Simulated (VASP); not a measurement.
A convergence study with VASP on TiO₂ (rutile): one setting is varied, all else stays as given below, so the limit is that of these other settings. ε∞ is the independent-particle value.

```
CELL_PARAMETERS angstrom
      4.59000     0.00000     0.00000
      0.00000     4.59000     0.00000
      0.00000     0.00000     2.96000
ATOMIC_POSITIONS crystal
  Ti 0.00000 0.00000 0.00000
  Ti 0.50000 0.50000 0.50000
  O  0.30500 0.30500 0.00000
  O  0.80500 0.19500 0.50000
  O  0.19500 0.80500 0.50000
  O  0.69500 0.69500 0.00000
```

The numbers are results of LDA (Ceperley-Alder, Perdew-Zunger), VASP's LDA PAW potentials (set 64) (plane waves; VASP 6.6.1), not measurements. The tightest run used: 700 eV cut-off, 4×4×6 Γ-centred mesh, Gaussian smearing of 0.050 eV, potentials Ti_sv O.

```json
[
 {"setting": "NBANDS = 25", "mean ε∞": "3.03", "bands": "25"},
 {"setting": "NBANDS = 26", "mean ε∞": "4.19", "bands": "26"},
 {"setting": "NBANDS = 28", "mean ε∞": "5.48", "bands": "28"},
 {"setting": "NBANDS = 32", "mean ε∞": "7.09", "bands": "32"}
]
```

Question: These are the cheaper rows. Estimate the results at NBANDS = 152, and how far the last row shown lies from them.

Answer: 
```json
[
 {"quantity": "mean ε∞", "tightest run": "8.42", "last row shown is off by": "-1.33"}
]
```

Left out are rungs that failed or repeat a setting and relaxations that didn't move; long series are thinned to 24 rows.

The compound is TiO2 in the rutile structure. The cell was not relaxed at this level.
